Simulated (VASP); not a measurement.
A convergence study with VASP on Au (fcc): a few settings are varied, all else stays as given below, so the limit is that of these other settings. The cell's lengths are 1 % over those of the tabulated start, so it is off equilibrium.

```
Au
1.0
    0.00000     2.06040     2.06040
    2.06040     0.00000     2.06040
    2.06040     2.06040     0.00000
Au
1
Direct
  0.00000   0.00000   0.00000
```

Computed with PBE GGA, VASP's PBE PAW potentials (set 64) (plane waves; VASP). The last row used: 900 eV cut-off, 13×13×13 Γ-centred mesh, first-order Methfessel-Paxton smearing of 0.10 eV, potentials Au.

Energies of different potentials or hybrids have different zeros.

| setting | E (eV/atom) | pressure (GPa) | plane waves |
|---|---|---|---|
| ENCUT = 300 | -3.2222 | 2.80 | 214 |
| ENCUT = 400 | -3.2167 | 3.50 | 331 |
| ENCUT = 520 | -3.2167 | 3.46 | 495 |
| ENCUT = 700 | -3.2167 | 3.56 | 751 |
| ENCUT = 900 | -3.2166 | 3.56 | 1086 |

Left out are rungs that failed or repeat a setting and relaxations that didn't move; long series are thinned to 24 rows.

The compound is Au in the fcc structure. The cell was not relaxed at this level.
